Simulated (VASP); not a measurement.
Runs of VASP 6.6.1 on SnTe. It takes space group Fm-3m (No. 225, cubic). Conventional cell: a = 6.290 Å, b = 6.290 Å, c = 6.290 Å, α = 90.00°, β = 90.00°, γ = 90.00°. Around Sn (site symmetry m-3m) lie 6 Te at 3.14 Å. Around Te (site symmetry m-3m) lie 6 Sn at 3.14 Å. 

| task | level | potentials or basis | spin | cell | cutoff (eV) | gap on the mesh (eV) | pressure (GPa) |
| --- | --- | --- | --- | --- | --- | --- | --- |
| band structure | r2SCAN | VASP PAW PBE potentials, release 64 (Sn_d, Te) | off | as given | 520 | 0.01 | 1.9 |
| relaxation of cell and atoms | PBEsol | VASP PAW PBE potentials, release 64 (Sn_d, Te) | off | relaxed | 600 | (b) | 0.0 |
| band structure | LDA | VASP PAW LDA potentials, release 64 (Sn_d, Te) | off | as given | 520 | 0.14 | -1.2 |
| band structure | TB-mBJ | VASP PAW PBE potentials, release 64 (Sn_d, Te) | off | as given | 520 | (a) | - |

Alike in all rows: k mesh 10 × 10 × 10; smearing gaussian 0.03 eV.

Question: Estimate the missing entries.

Answer: (a) 0.13; (b) 0.16.

Caveats: spin-orbit coupling is left out, which moves the levels of the heavy elements; the PAW data sets were made with another functional, which shifts forces and pressure a little (some runs); the relaxation stopped at its first step, so nothing moved (some runs); the mesh misses the band edges, which the band path finds closer together (some runs).

A k mesh can miss the band edges, and the runs leave out spin-orbit coupling on Sn, Te.

Runs at the PBE level aren't shown here.
